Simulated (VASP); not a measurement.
# Barium: convergence with the PAW data sets and k-mesh, part 2 of 2

Aim: find what the PAW data sets and k-mesh change for Barium, and what they cost. The series runs use PBE. The start is a cell from a database of measured crystal structures.

VASP 6.6.1, plane waves and PAW; the level of theory is named at each step.

So far. Step 9 (K-mesh: 6 6 6): Against the run before the energy moves by +6.04 meV an atom and the pressure by -0.13 GPa, after 11 cycles in 7.4 s.

The database entry behind the starting cell differs from later determinations by our own check (0.1 to 0.3 % short, probably kX units), so it need not match the best structure at ambient conditions.

## 10. K-mesh: 8 8 8

Level of this step: PBE; plane waves and PAW (Ba_sv) (VASP).

File INCAR:

```
SYSTEM = Ba
PREC = Accurate
ENCUT = 400
EDIFF = 1E-06
NELM = 100
ISMEAR = -1
SIGMA = 0.05
LREAL = .FALSE.
ALGO = Normal
GGA = PE
NBANDS = 11
LORBIT = 11
LWAVE = .FALSE.
LCHARG = .FALSE.
KPAR = 2
ISIF = 2
```

File POSCAR:

```
Ba
1.0
   -2.5065000000      2.5065000000      2.5065000000
    2.5065000000     -2.5065000000      2.5065000000
    2.5065000000      2.5065000000     -2.5065000000
Ba
1
Direct
    0.0000000000      0.0000000000      0.0000000000
```

File KPOINTS:

```
Automatic mesh
0
Gamma
8 8 8
0 0 0
```

The projector-augmented-wave data sets are Ba_sv (PBE family, release 64).

Started as:

```bash
mpirun -np 2 vasp_std
```

Output:

```text
[... set-up lines as in an earlier step ...]
 entering main loop
       N       E                     dE             d eps       ncg     rms          rms(c)
DAV:   1     0.461247117103E+02    0.46125E+02   -0.37310E+03   638   0.613E+02
DAV:   2     0.158341468737E+00   -0.45966E+02   -0.45128E+02   765   0.125E+02
DAV:   3    -0.185597816060E+01   -0.20143E+01   -0.20018E+01   820   0.267E+01
DAV:   4    -0.191424206584E+01   -0.58264E-01   -0.58200E-01   836   0.422E+00
[...]
DAV:   9    -0.191638703729E+01   -0.99972E-05   -0.67054E-06   781   0.221E-02    0.627E-03
DAV:  10    -0.191638858247E+01   -0.15452E-05   -0.42825E-06   760   0.127E-02    0.176E-03
DAV:  11    -0.191638859172E+01   -0.92464E-08   -0.54409E-07   427   0.622E-03
   1 F= -.19163886E+01 E0= -.19124262E+01  d E =-.792475E-02
```

The job ended after 8.6 s (2 MPI ranks of Intel Xeon Platinum 8375C at 2.90GHz (Ice Lake), shared host; peak memory 0.29 GiB; 15 s of CPU time).

From OUTCAR (step 10):

```text
  Total        0.0121077      0.0121077      0.0121077      0.0000000      0.0000000     -0.0000000
  in kB        0.3079711      0.3079711      0.3079711      0.0000000      0.0000000     -0.0000000
  external PRESSURE =       0.3079711 kB  Pullay stress =       0.0000000 kB

 POSITION                                       TOTAL-FORCE (eV/Angst)
 -----------------------------------------------------------------------------------
      0.00000      0.00000      0.00000        -0.000000     -0.000000     -0.000000
 -----------------------------------------------------------------------------------
    total drift:                               -0.000000     -0.000000     -0.000000

  FREE ENERGIE OF THE ION-ELECTRON SYSTEM (eV)
  ---------------------------------------------------
  free  energy   TOTEN  =        -1.9163885917 eV

  energy  without entropy=       -1.9084638416  energy(sigma->0) =       -1.91242622

[... 1 part as in an earlier step ...]

[... 2 further parts left out ...]
[key lines of the parts left out:]
E-fermi :   1.6297
```

Against the run before the energy moves by -13.18 meV an atom and the pressure by -0.15 GPa, after 11 cycles in 8.6 s.

## 11. K-mesh: 9 9 9

INCAR is that of step 10.

POSCAR is that of step 10.

File KPOINTS:

```
Automatic mesh
0
Gamma
9 9 9
0 0 0
```

Started as:

```bash
mpirun -np 2 vasp_std
```

Output:

```text
[... set-up lines as in an earlier step ...]
 entering main loop
       N       E                     dE             d eps       ncg     rms          rms(c)
DAV:   1     0.484372886131E+02    0.48437E+02   -0.36335E+03   770   0.599E+02
DAV:   2     0.489749042720E+00   -0.47948E+02   -0.46849E+02   933   0.125E+02
DAV:   3    -0.184779260597E+01   -0.23375E+01   -0.22899E+01   968   0.279E+01
DAV:   4    -0.190979026210E+01   -0.61998E-01   -0.61915E-01   978   0.466E+00
[...]
DAV:   9    -0.191216593075E+01   -0.89925E-05   -0.63601E-06   911   0.215E-02    0.703E-03
DAV:  10    -0.191216765503E+01   -0.17243E-05   -0.44950E-06   931   0.132E-02    0.158E-03
DAV:  11    -0.191216763062E+01    0.24409E-07   -0.49871E-07   487   0.589E-03
   1 F= -.19121676E+01 E0= -.19067705E+01  d E =-.107943E-01
```

The job ended after 11 s (2 MPI ranks; peak memory 0.29 GiB; 20 s of CPU time).

OUTCAR, selected parts (step 11):

```text
  Total        0.0382195      0.0382195      0.0382195      0.0000000      0.0000000     -0.0000000
  in kB        0.9721489      0.9721489      0.9721489      0.0000000      0.0000000     -0.0000000
  external PRESSURE =       0.9721489 kB  Pullay stress =       0.0000000 kB

 POSITION                                       TOTAL-FORCE (eV/Angst)
 -----------------------------------------------------------------------------------
      0.00000      0.00000      0.00000        -0.000000      0.000000      0.000000
 -----------------------------------------------------------------------------------
    total drift:                               -0.000000     -0.000000      0.000000

  FREE ENERGIE OF THE ION-ELECTRON SYSTEM (eV)
  ---------------------------------------------------
  free  energy   TOTEN  =        -1.9121676306 eV

  energy  without entropy=       -1.9013733759  energy(sigma->0) =       -1.90677050

[... 1 part as in an earlier step ...]

[... 2 further parts left out ...]
[key lines of the parts left out:]
E-fermi :   1.6637
```

Against the run before the energy moves by +5.66 meV an atom and the pressure by +0.07 GPa, after 11 cycles in 11 s.

## 12. K-mesh: 12 12 12

INCAR is that of step 11.

POSCAR is that of step 11.

File KPOINTS:

```
Automatic mesh
0
Gamma
12 12 12
0 0 0
```

Started as:

```bash
mpirun -np 2 vasp_std
```

Output:

```text
[... set-up lines as in an earlier step ...]
 entering main loop
       N       E                     dE             d eps       ncg     rms          rms(c)
DAV:   1     0.465057302212E+02    0.46506E+02   -0.36087E+03  1584   0.601E+02
DAV:   2     0.240703312937E+00   -0.46265E+02   -0.45172E+02  1908   0.126E+02
DAV:   3    -0.184984463338E+01   -0.20905E+01   -0.20730E+01  2002   0.271E+01
DAV:   4    -0.191004350179E+01   -0.60199E-01   -0.60113E-01  2056   0.454E+00
[...]
DAV:   9    -0.191269358869E+01   -0.98516E-05   -0.69803E-06  1892   0.235E-02    0.571E-03
DAV:  10    -0.191269494504E+01   -0.13563E-05   -0.43048E-06  1916   0.125E-02    0.182E-03
DAV:  11    -0.191269493090E+01    0.14144E-07   -0.51073E-07  1056   0.617E-03
   1 F= -.19126949E+01 E0= -.19075103E+01  d E =-.103693E-01
```

Elapsed: 20 s, on 2 MPI ranks; peak memory 0.32 GiB.

Parts of OUTCAR (step 12):

```text
  Total        0.0317147      0.0317147      0.0317147     -0.0000000      0.0000000     -0.0000000
  in kB        0.8066923      0.8066923      0.8066923     -0.0000000      0.0000000     -0.0000000
  external PRESSURE =       0.8066923 kB  Pullay stress =       0.0000000 kB

 POSITION                                       TOTAL-FORCE (eV/Angst)
 -----------------------------------------------------------------------------------
      0.00000      0.00000      0.00000         0.000000     -0.000000      0.000000
 -----------------------------------------------------------------------------------
    total drift:                               -0.000000     -0.000000      0.000000

  FREE ENERGIE OF THE ION-ELECTRON SYSTEM (eV)
  ---------------------------------------------------
  free  energy   TOTEN  =        -1.9126949309 eV

  energy  without entropy=       -1.9023256367  energy(sigma->0) =       -1.90751028

[... 1 part as in an earlier step ...]

[... 2 further parts left out ...]
[key lines of the parts left out:]
E-fermi :   1.6462
```

Against the run before the energy moves by -0.74 meV an atom and the pressure by -0.02 GPa, after 11 cycles in 20 s.

## 13. The k-mesh series as a table

This step: convergence of PBE results with the mesh; plane waves and PAW (VASP 6.6.1).

This step runs nothing: it gathers the runs above.

Differences are taken from the run with 12 12 12. Results of the series, by row:

```tsv
setting	status	energy less the reference (meV/atom)	pressure (GPa)	SCF cycles	wall time (s)
2 2 2	converged	-634.8	-4.124	11	3
3 3 3	converged	103.7	-0.5343	11	4.2
4 4 4	converged	2.224	0.3115	11	5.2
6 6 6	converged	8.267	0.1766	11	7.4
8 8 8	converged	-4.916	0.0308	11	8.6
9 9 9	converged	0.7398	0.09721	11	10.8
12 12 12	converged	0	0.08067	11	20
```

## 14. Summary of results

| Quantity | Value |
| --- | --- |
| spread of the pressure over the PAW data sets | 0.184 GPa |
| k-mesh from which the energy stays within 10 meV/atom of the reference | 4 4 4 |
| k-mesh from which the energy stays within 1 meV/atom of the reference | 9 9 9 |
| k-mesh from which the pressure stays within 0.2 GPa of the reference | 6 6 6 |
| spread of the pressure over the k-mesh | 4.44 GPa |
| spread of the energy over the k-mesh | 739 meV/atom |

In words: The choice of data set moves the pressure between -0.01 GPa (gw 64: Ba_sv_GW) and 0.18 GPa (minimal 64: Ba_sv); all ran at 400 eV. From 9 9 9 on, the energy stays within 1 meV an atom of the reference, at 54 % of its time. The pressure holds within 0.2 GPa from 6 6 6 on. The energy swings above and below the reference, since the sum over k-points is not variational. A metal's Fermi surface slows this convergence. Differences are taken from the run with 12 12 12, which is itself not the exact limit. Data sets differ in their zero of energy, so energies are not compared. Forces vanish by symmetry in this cell, so the series can't test them. The runs at 2 2 2; 3 3 3 are over 30 meV an atom or 2 GPa off and describe the material poorly.

[Lines on the potential files, build, host, timing and source positions are cut from VASP's logs without a mark.]

[Logs are printed without paths, hosts, clocks, repeated set-up lines and the standing remarks that a program may print on its own settings, such as how far it seeks lower states.]

[Hosts, paths, dates, database ids (printed as entryN), source tags and the programs' standing remarks are cut or masked in the printed files.]

[A measured line is paired with the nearest computed mode of its activity, which favours agreement.]
